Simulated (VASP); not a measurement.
# CoSn: fixed spin moments

What does it cost to change the moment of CoSn? The start is a computed cell from the Materials Project.

Program: VASP 6.6.1. Level of theory: PBE, DFT+U (Co d 2 eV), spin-polarised from a ferromagnetic start; plane waves and PAW (Sn, Co), in the first sound run; inputs show where later runs differ. Results are calculated unless marked as measured.

**1. The starting structure**

Symmetry: P6/mmm, No. 191, hexagonal system. The conventional cell has a = 5.246 Å, b = 5.246 Å, c = 4.188 Å, α = 90.00°, β = 90.00°, γ = 120.00°. Nearest to Sn lie 6 Co at 2.62 Å. Nearest to Sn lie 6 Co at 2.58 Å. Co has 6 Sn at 2.58 to 2.62 Å and 4 Co at 2.62 Å nearest. Farther neighbours are not listed.

Coordinates:

```xyz
6
Lattice="5.2460 0.0000 0.0000 -2.6230 4.5432 0.0000 0.0000 0.0000 4.1876" Properties=species:S:1:pos:R:3 pbc="T T T"
Sn    0.0000    0.0000    0.0000
Sn    0.0000    3.0288    2.0938
Sn    2.6230    1.5144    2.0938
Co    2.6230    0.0000    0.0000
Co    1.3115    2.2716    0.0000
Co   -1.3115    2.2716    0.0000
```

**2. Free moment**

The unconstrained run shows the moment that this start leads to, and gives an energy to count from.

File INCAR:

```
SYSTEM = CoSn
PREC = Accurate
ENCUT = 350
EDIFF = 1E-06
NELM = 150
ISMEAR = 0
SIGMA = 0.1
LREAL = .FALSE.
ALGO = Normal
GGA = PE
NBANDS = 31
ISPIN = 2
MAGMOM = 0 0 0 2 2 2
LDAU = .TRUE.
LDAUTYPE = 2
LDAUL = -1 2
LDAUU = 0 2
LDAUJ = 0 0
LDAUPRINT = 1
LASPH = .TRUE.
LMAXMIX = 4
LORBIT = 11
LWAVE = .FALSE.
LCHARG = .FALSE.
AMIX = 0.2
BMIX = 1E-04
AMIX_MAG = 0.8
BMIX_MAG = 1E-04
NEDOS = 1500
```

File POSCAR:

```
CoSn
1.0
    5.2460399276      0.0000000000      0.0000000000
   -2.6230199638      4.5432038466      0.0000000000
    0.0000000000      0.0000000000      4.1875903000
Sn Co
3 3
Direct
    0.0000000000      0.0000000000      0.0000000000
    0.3333333333      0.6666666667      0.5000000000
    0.6666666667      0.3333333333      0.5000000000
    0.5000000000      0.0000000000      0.0000000000
    0.5000000000      0.5000000000      0.0000000000
    0.0000000000      0.5000000000      0.0000000000
```

File KPOINTS:

```
Automatic mesh
0
Gamma
6 6 6
0 0 0
```

Potentials, in the order of the species: Sn and Co (PBE family, release 64).

Run with:

```
$ mpirun -np 1 vasp_std
```

The log of the run:

```text
[banner, memory and clock lines left out]
running    1 mpi-ranks, on    1 nodes
 distrk:  each k-point on    1 cores,    1 groups
 distr:  one band on    1 cores,    1 groups

 POSCAR found type information on POSCAR SnCo
 POSCAR found :  2 types and       6 ions
 LDA part: xc-table for (Slater+PW92), standard interpolation
 POSCAR, INCAR and KPOINTS ok, starting setup
 FFT: planning ... GRIDC
 FFT: planning ... GRID_SOFT
 FFT: planning ... GRID
 WAVECAR not read
 entering main loop
       N       E                     dE             d eps       ncg     rms          rms(c)
DAV:   1     0.202580971857E+03    0.20258E+03   -0.12202E+04  3472   0.929E+02
DAV:   2    -0.183295756312E+02   -0.22091E+03   -0.20896E+03  3542   0.245E+02
DAV:   3    -0.291575804793E+02   -0.10828E+02   -0.10491E+02  4212   0.690E+01
DAV:   4    -0.293194283654E+02   -0.16185E+00   -0.16161E+00  3909   0.818E+00
DAV:   5    -0.293242200169E+02   -0.47917E-02   -0.47914E-02  5056   0.124E+00    0.152E+01
DAV:   6    -0.285629452089E+02    0.76127E+00   -0.67210E+00  4120   0.359E+01    0.965E+00
DAV:   7    -0.280002679426E+02    0.56268E+00   -0.14192E+00  4490   0.162E+01    0.681E+00
DAV:   8    -0.276828372359E+02    0.31743E+00   -0.18081E+00  4372   0.812E+00    0.342E+00
DAV:   9    -0.276680753269E+02    0.14762E-01   -0.36685E-01  4249   0.695E+00    0.160E+00
DAV:  10    -0.276775383375E+02   -0.94630E-02   -0.39575E-02  4556   0.195E+00    0.111E+00
DAV:  11    -0.276840455975E+02   -0.65073E-02   -0.36961E-02  5042   0.137E+00    0.492E-01
DAV:  12    -0.276909475078E+02   -0.69019E-02   -0.11414E-02  5209   0.866E-01    0.314E-01
DAV:  13    -0.276955558442E+02   -0.46083E-02   -0.10174E-02  5155   0.764E-01    0.203E-01
DAV:  14    -0.276969627414E+02   -0.14069E-02   -0.46745E-03  5149   0.458E-01    0.843E-02
DAV:  15    -0.276972699359E+02   -0.30719E-03   -0.12030E-03  4746   0.241E-01    0.466E-02
DAV:  16    -0.276973132218E+02   -0.43286E-04   -0.11804E-04  4588   0.104E-01    0.295E-02
DAV:  17    -0.276973234045E+02   -0.10183E-04   -0.33123E-05  5154   0.565E-02    0.141E-02
DAV:  18    -0.276973304867E+02   -0.70822E-05   -0.28108E-05  4775   0.346E-02    0.700E-03
DAV:  19    -0.276973317887E+02   -0.13020E-05   -0.40003E-06  2366   0.165E-02    0.446E-03
DAV:  20    -0.276973324305E+02   -0.64178E-06   -0.51495E-06  2167   0.151E-02
   1 F= -.27697332E+02 E0= -.27683602E+02  d E =-.274603E-01  mag=     2.4460
```

It took 2.3 min on 1 MPI rank of Intel Xeon Platinum 8175M at 2.50GHz (Skylake/Cascade Lake), shared host; peak memory 0.23 GiB.

The logs omit lines about the potential files and the build; timing stands in the text.

Parts of OUTCAR (step 2):

```text
ion  position               nearest neighbor table
   1  0.000  0.000  0.000-   4 2.62   4 2.62   6 2.62   6 2.62   5 2.62   5 2.62   3 3.68   3 3.68
                             2 3.68   2 3.68   2 3.68   3 3.68   2 3.68   3 3.68   2 3.68   3 3.68
   2  0.333  0.667  0.500-   6 2.58   6 2.58   4 2.58   4 2.58   5 2.58   5 2.58   3 3.03   3 3.03
                             3 3.03   1 3.68   1 3.68   1 3.68   1 3.68   1 3.68   1 3.68
   3  0.667  0.333  0.500-   6 2.58   6 2.58   4 2.58   4 2.58   5 2.58   5 2.58   2 3.03   2 3.03
                             2 3.03   1 3.68   1 3.68   1 3.68   1 3.68   1 3.68   1 3.68
   4  0.500  0.000  0.000-   2 2.58   3 2.58   2 2.58   3 2.58   1 2.62   1 2.62   6 2.62   5 2.62
                             5 2.62   6 2.62
   5  0.500  0.500  0.000-   2 2.58   3 2.58   2 2.58   3 2.58   6 2.62   6 2.62   1 2.62   4 2.62
                             4 2.62   1 2.62
   6  0.000  0.500  0.000-   2 2.58   3 2.58   2 2.58   3 2.58   5 2.62   5 2.62   1 2.62   1 2.62
                             4 2.62   4 2.62

  LATTYP: Found a hexagonal cell.
 ALAT       =     5.2460399276
 C/A-ratio  =     0.7982383584

 Subroutine GETGRP returns: Found 24 space group operations
 (whereof 24 operations were pure point group operations)

The static configuration has the point symmetry D_6h.

 Found     28 irreducible k-points:

   k-points           NKPTS =     28   k-points in BZ     NKDIM =     28   number of bands    NBANDS=     31

   dimension x,y,z NGX =    32 NGY =   32 NGZ =   28
   dimension x,y,z NGXF=    64 NGYF=   64 NGZF=   56

   ENCUT  =  350.0 eV  25.72 Ry    5.07 a.u.   8.00  8.00  6.39*2*pi/ulx,y,z

   NELECT =      39.0000    total number of electrons

 k-points in reciprocal lattice and weights: Automatic mesh
   0.00000000  0.00000000  0.00000000       0.005
   0.16666667  0.00000000  0.00000000       0.028
   0.33333333  0.00000000  0.00000000       0.028
   0.50000000  0.00000000  0.00000000       0.014
   0.16666667  0.16666667  0.00000000       0.028
   0.33333333  0.16666667  0.00000000       0.056
   0.33333333  0.33333333  0.00000000       0.009
   0.00000000  0.00000000  0.16666667       0.009
   0.16666667  0.00000000  0.16666667       0.056
[...]
0.33333333  0.16666667  0.50000000       0.056
   0.33333333  0.33333333  0.50000000       0.009

atom =   4  type =  2  l = 2

 onsite density matrix

spin component  1

  0.8482 -0.0000 -0.0000  0.0000  0.0000
 -0.0000  0.8336  0.0000 -0.0000 -0.0000
 -0.0000  0.0000  0.7885 -0.0000  0.0203
  0.0000 -0.0000 -0.0000  0.8729 -0.0000
  0.0000 -0.0000  0.0203 -0.0000  0.8784

spin component  2

  0.7015 -0.0000  0.0000 -0.0000 -0.0000
 -0.0000  0.7827 -0.0000 -0.0000  0.0000
  0.0000 -0.0000  0.6694  0.0000  0.0053
 -0.0000 -0.0000  0.0000  0.8226  0.0000
 -0.0000  0.0000  0.0053  0.0000  0.3465

 occupancies and eigenvectors

  o =  0.3464  v =  0.0000  0.0000  0.0000  0.0000  0.0000  0.0000  0.0000 -0.0164  0.0000  0.9999      0.0000  0.0000  0.0000  0.0000  0.0000  0.0000  0.0000  0.0000  0.0000  0.0000
  o =  0.6695  v =  0.0000  0.0000  0.0000  0.0000  0.0000  0.0000  0.0000  0.9999  0.0000  0.0164      0.0000  0.0000  0.0000  0.0000  0.0000  0.0000  0.0000  0.0000  0.0000  0.0000
  o =  0.7015  v =  0.0000  0.0000  0.0000  0.0000  0.0000  1.0000  0.0000  0.0000  0.0000  0.0000      0.0000  0.0000  0.0000  0.0000  0.0000  0.0000  0.0000  0.0000  0.0000  0.0000
  o =  0.7827  v =  0.0000  0.0000  0.0000  0.0000  0.0000  0.0000  1.0000 -0.0000 -0.0000 -0.0000      0.0000  0.0000  0.0000  0.0000  0.0000  0.0000  0.0000  0.0000  0.0000  0.0000
  o =  0.7841  v =  0.0000  0.0000 -0.9776 -0.0000  0.2104  0.0000  0.0000  0.0000  0.0000  0.0000      0.0000  0.0000  0.0000  0.0000  0.0000  0.0000  0.0000  0.0000  0.0000  0.0000
  o =  0.8226  v =  0.0000  0.0000  0.0000  0.0000  0.0000  0.0000 -0.0000  0.0000 -1.0000  0.0000      0.0000  0.0000  0.0000  0.0000  0.0000  0.0000  0.0000  0.0000  0.0000  0.0000
  o =  0.8336  v =  0.0000  1.0000  0.0000 -0.0000  0.0000  0.0000  0.0000  0.0000  0.0000  0.0000      0.0000  0.0000  0.0000  0.0000  0.0000  0.0000  0.0000  0.0000  0.0000  0.0000
  o =  0.8482  v =  1.0000  0.0000  0.0000  0.0000  0.0000  0.0000  0.0000  0.0000  0.0000  0.0000      0.0000  0.0000  0.0000  0.0000  0.0000  0.0000  0.0000  0.0000  0.0000  0.0000
  o =  0.8729  v =  0.0000  0.0000 -0.0000  1.0000 -0.0000  0.0000  0.0000  0.0000  0.0000  0.0000      0.0000  0.0000  0.0000  0.0000  0.0000  0.0000  0.0000  0.0000  0.0000  0.0000
  o =  0.8827  v =  0.0000 -0.0000  0.2104  0.0000  0.9776  0.0000  0.0000  0.0000  0.0000  0.0000      0.0000  0.0000  0.0000  0.0000  0.0000  0.0000  0.0000  0.0000  0.0000  0.0000

atom =   5  type =  2  l = 2

 onsite density matrix

spin component  1

  0.8708 -0.0000  0.0176 -0.0000 -0.0131
 -0.0000  0.8630 -0.0000  0.0170 -0.0000
  0.0176 -0.0000  0.7885 -0.0000 -0.0101
 -0.0000  0.0170 -0.0000  0.8434  0.0000
 -0.0131 -0.0000 -0.0101  0.0000  0.8557

spin component  2

  0.4352  0.0000  0.0046  0.0000  0.1537
  0.0000  0.8126  0.0000  0.0173 -0.0000
  0.0046  0.0000  0.6694  0.0000 -0.0027
  0.0000  0.0173  0.0000  0.7927 -0.0000
  0.1537 -0.0000 -0.0027 -0.0000  0.6127

 occupancies and eigenvectors

  o =  0.3464  v =  0.0000  0.0000  0.0000  0.0000  0.0000  0.8659  0.0000 -0.0164 -0.0000 -0.4999      0.0000  0.0000  0.0000  0.0000  0.0000  0.0000  0.0000  0.0000  0.0000  0.0000
  o =  0.6695  v =  0.0000  0.0000  0.0000  0.0000  0.0000 -0.0142 -0.0000 -0.9999  0.0000  0.0082      0.0000  0.0000  0.0000  0.0000  0.0000  0.0000  0.0000  0.0000  0.0000  0.0000
  o =  0.7015  v =  0.0000  0.0000  0.0000  0.0000  0.0000 -0.5000  0.0000 -0.0000 -0.0000 -0.8660      0.0000  0.0000  0.0000  0.0000  0.0000  0.0000  0.0000  0.0000  0.0000  0.0000
  o =  0.7827  v =  0.0000  0.0000  0.0000  0.0000  0.0000  0.0000  0.5000 -0.0000 -0.8660  0.0000      0.0000  0.0000  0.0000  0.0000  0.0000  0.0000  0.0000  0.0000  0.0000  0.0000
  o =  0.7841  v =  0.1822 -0.0000 -0.9776  0.0000 -0.1052  0.0000  0.0000  0.0000  0.0000  0.0000      0.0000  0.0000  0.0000  0.0000  0.0000  0.0000  0.0000  0.0000  0.0000  0.0000
  o =  0.8226  v =  0.0000  0.0000  0.0000  0.0000  0.0000  0.0000  0.8660 -0.0000  0.5000  0.0000      0.0000  0.0000  0.0000  0.0000  0.0000  0.0000  0.0000  0.0000  0.0000  0.0000
  o =  0.8336  v = -0.0000 -0.5000  0.0000  0.8660 -0.0000  0.0000  0.0000  0.0000  0.0000  0.0000      0.0000  0.0000  0.0000  0.0000  0.0000  0.0000  0.0000  0.0000  0.0000  0.0000
[...]
o =  0.8827  v =  0.8466  0.0000  0.2104  0.0000 -0.4888  0.0000  0.0000  0.0000  0.0000  0.0000      0.0000  0.0000  0.0000  0.0000  0.0000  0.0000  0.0000  0.0000  0.0000  0.0000

atom =   6  type =  2  l = 2

 onsite density matrix

spin component  1

  0.8708 -0.0000 -0.0176  0.0000  0.0131
 -0.0000  0.8630 -0.0000 -0.0170 -0.0000
 -0.0176 -0.0000  0.7885  0.0000 -0.0101
  0.0000 -0.0170  0.0000  0.8434 -0.0000
  0.0131 -0.0000 -0.0101 -0.0000  0.8557

spin component  2

  0.4352 -0.0000 -0.0046  0.0000 -0.1537
 -0.0000  0.8126  0.0000 -0.0173  0.0000
 -0.0046  0.0000  0.6694 -0.0000 -0.0027
  0.0000 -0.0173 -0.0000  0.7927  0.0000
 -0.1537  0.0000 -0.0027  0.0000  0.6127

 occupancies and eigenvectors

  o =  0.3464  v =  0.0000  0.0000  0.0000  0.0000  0.0000  0.8659 -0.0000  0.0164 -0.0000  0.4999      0.0000  0.0000  0.0000  0.0000  0.0000  0.0000  0.0000  0.0000  0.0000  0.0000
  o =  0.6695  v =  0.0000  0.0000  0.0000  0.0000  0.0000  0.0142  0.0000 -0.9999 -0.0000  0.0082      0.0000  0.0000  0.0000  0.0000  0.0000  0.0000  0.0000  0.0000  0.0000  0.0000
  o =  0.7015  v =  0.0000  0.0000  0.0000  0.0000  0.0000  0.5000  0.0000 -0.0000  0.0000 -0.8660      0.0000  0.0000  0.0000  0.0000  0.0000  0.0000  0.0000  0.0000  0.0000  0.0000
  o =  0.7827  v =  0.0000  0.0000  0.0000  0.0000  0.0000  0.0000 -0.5000 -0.0000 -0.8660 -0.0000      0.0000  0.0000  0.0000  0.0000  0.0000  0.0000  0.0000  0.0000  0.0000  0.0000
  o =  0.7841  v =  0.1822 -0.0000  0.9776 -0.0000  0.1052  0.0000  0.0000  0.0000  0.0000  0.0000      0.0000  0.0000  0.0000  0.0000  0.0000  0.0000  0.0000  0.0000  0.0000  0.0000
  o =  0.8226  v =  0.0000  0.0000  0.0000  0.0000  0.0000 -0.0000  0.8660  0.0000 -0.5000  0.0000      0.0000  0.0000  0.0000  0.0000  0.0000  0.0000  0.0000  0.0000  0.0000  0.0000
  o =  0.8336  v = -0.0000 -0.5000 -0.0000 -0.8660  0.0000  0.0000  0.0000  0.0000  0.0000  0.0000      0.0000  0.0000  0.0000  0.0000  0.0000  0.0000  0.0000  0.0000  0.0000  0.0000
  o =  0.8482  v = -0.5000 -0.0000  0.0000  0.0000  0.8660  0.0000  0.0000  0.0000  0.0000  0.0000      0.0000  0.0000  0.0000  0.0000  0.0000  0.0000  0.0000  0.0000  0.0000  0.0000
  o =  0.8729  v =  0.0000 -0.8660 -0.0000  0.5000 -0.0000  0.0000  0.0000  0.0000  0.0000  0.0000      0.0000  0.0000  0.0000  0.0000  0.0000  0.0000  0.0000  0.0000  0.0000  0.0000
  o =  0.8827  v =  0.8466  0.0000 -0.2104 -0.0000  0.4888  0.0000  0.0000  0.0000  0.0000  0.0000      0.0000  0.0000  0.0000  0.0000  0.0000  0.0000  0.0000  0.0000  0.0000  0.0000

 average (electrostatic) potential at core
       1 -41.2354       2 -40.9946       3 -40.9946       4 -79.8512       5 -79.8512
       6 -79.8512

 E-fermi :   8.1914

 spin component 1
 k-point     1 :       0.0000    0.0000    0.0000
  band No.  band energies     occupation
    ...
     17       6.7065      1.00000
     18       6.8454      1.00000
     19       6.8454      1.00000
     20       7.4077      1.00000
     21       7.7879      1.00000
     22       8.7620      0.00000
     23       8.7620      0.00000
     24      10.7251      0.00000
     25      11.7170      0.00000
     26      13.2196      0.00000
    ...

 k-point     2 :       0.1667    0.0000    0.0000
  band No.  band energies     occupation
    ...
     16       6.1819      1.00000
     17       6.6428      1.00000
     18       6.8316      1.00000
     19       7.1538      1.00000
     20       7.4820      1.00000
     21       8.2995      0.06322
     22       8.9971      0.00000
     23       9.3205      0.00000
     24      10.9482      0.00000
     25      11.5321      0.00000
    ...

 k-point     3 :       0.3333    0.0000    0.0000
  band No.  band energies     occupation
    ...
     16       6.2428      1.00000
     17       6.4529      1.00000
     18       6.8199      1.00000
     19       7.6781      1.00000
     20       7.9385      0.99983
     21       8.9418      0.00000
     22       9.9211      0.00000
     23      10.5977      0.00000
     24      10.6013      0.00000
     25      11.1916      0.00000
    ...

 k-point     4 :       0.5000    0.0000    0.0000
  band No.  band energies     occupation
    ...
     15       6.0609      1.00000
     16       6.1381      1.00000
     17       6.2687      1.00000
     18       6.8171      1.00000
     19       7.7556      1.00000
     20       8.7659      0.00000
     21       9.5413      0.00000
     22       9.5623      0.00000
     23      10.2411      0.00000
     24      11.1340      0.00000
    ...

 k-point     5 :       0.1667    0.1667    0.0000
  band No.  band energies     occupation
    ...
     16       6.1816      1.00000
     17       6.5410      1.00000
     18       6.7848      1.00000
     19       7.6408      1.00000
     20       7.7064      1.00000
     21       8.4436      0.00018
     22       9.9198      0.00000
     23      10.3550      0.00000
     24      11.1838      0.00000
     25      11.4813      0.00000
    ...

 k-point     6 :       0.3333    0.1667    0.0000
  band No.  band energies     occupation
    ...
     15       6.0927      1.00000
     16       6.2043      1.00000
     17       6.3496      1.00000
     18       6.7478      1.00000
     19       7.9026      0.99998
     20       8.6424      0.00000
     21       8.8550      0.00000
     22      10.1006      0.00000
     23      10.2130      0.00000
     24      10.6858      0.00000
    ...

  Total        2.5425075      2.5425075      3.8365535      0.0000000      0.0000000      0.0000000
  in kB       40.8145318     40.8145318     61.5876802      0.0000000      0.0000000      0.0000000
  external PRESSURE =      47.7389146 kB  Pullay stress =       0.0000000 kB

  energy-cutoff  :      350.00
  volume of cell :       99.81
      direct lattice vectors                 reciprocal lattice vectors
     5.246039928  0.000000000  0.000000000     0.190619975  0.110054494  0.000000000
    -2.623019964  4.543203847  0.000000000     0.000000000  0.220108988  0.000000000
     0.000000000  0.000000000  4.187590300     0.000000000  0.000000000  0.238800821

 POSITION                                       TOTAL-FORCE (eV/Angst)
 -----------------------------------------------------------------------------------
      0.00000      0.00000      0.00000        -0.000000      0.000000      0.000000
     -0.00000      3.02880      2.09380         0.000000     -0.000000      0.000000
      2.62302      1.51440      2.09380        -0.000000      0.000000      0.000000
      2.62302      0.00000      0.00000        -0.000000      0.000000      0.000000
      1.31151      2.27160      0.00000        -0.000000      0.000000      0.000000
     -1.31151      2.27160      0.00000        -0.000000      0.000000      0.000000
 -----------------------------------------------------------------------------------
    total drift:                               -0.000000      0.000000     -0.000000

  FREE ENERGIE OF THE ION-ELECTRON SYSTEM (eV)
  ---------------------------------------------------
  free  energy   TOTEN  =       -27.6973324305 eV

  energy  without entropy=      -27.6698721631  energy(sigma->0) =      -27.68360230

 total charge
# of ion       s       p       d       tot
------------------------------------------
    1        1.398   1.687   0.193   3.277
    2        1.363   1.860   0.284   3.507
    3        1.363   1.860   0.284   3.507
    4        0.401   0.468   7.513   8.382
    5        0.401   0.468   7.513   8.382
    6        0.401   0.468   7.513   8.382
--------------------------------------------------
tot          5.327   6.812  23.299  35.438

 magnetization (x)
# of ion       s       p       d       tot
------------------------------------------
    1       -0.005  -0.101   0.013  -0.093
    2       -0.002  -0.049  -0.014  -0.066
    3       -0.002  -0.049  -0.014  -0.066
    4       -0.001  -0.005   0.900   0.894
    5       -0.001  -0.005   0.900   0.894
    6       -0.001  -0.005   0.900   0.894
--------------------------------------------------
tot         -0.014  -0.214   2.684   2.457

[... 6 further parts left out ...]
```

The magnetic state follows from one typed start and may not be the lowest. The k-mesh is coarse for a metal. A U on the itinerant d states of such a compound is hard to justify; it moves the bands at the Fermi level and favours large moments. The data set Sn keeps the semicore shell frozen, which is cheaper and a little less accurate.

Numbers from this step:

```yaml
electronic_cycles: 20
electrons: 39
free_energy_toten: -27.70 eV
energy_at_zero_smearing: -27.68 eV
fermi_energy: 8.191 eV
moment_of_the_cell_from_the_last_line_of_the_log: 2.446 μB
labelled_metallic_from_the_levels_on_this_mesh: yes
dos_at_the_fermi_level: 5.515 states/eV/cell
```

Spin moment in the PAW sphere by atom:

```
atom  spin moment in the PAW sphere (μB)
 Sn1                              -0.093
 Sn2                              -0.066
 Sn3                              -0.066
 Co4                               0.894
 Co5                               0.894
 Co6                               0.894
```

(Continued in part 2 of 4.)

[Lines on the potential files, build, host, timing and source positions are cut from VASP's logs without a mark.]

[Logs are printed without paths, hosts, clocks, repeated set-up lines and the standing remarks that a program may print on its own settings, such as how far it seeks lower states.]

[Hosts, paths, dates, database ids (printed as entryN), source tags and the programs' standing remarks are cut or masked in the printed files.]

[In band tables of VASP the shares of atoms and orbitals are scaled to a sum of 1 inside the atoms' spheres.]

[Runs that stopped without an error message from VASP are left out.]
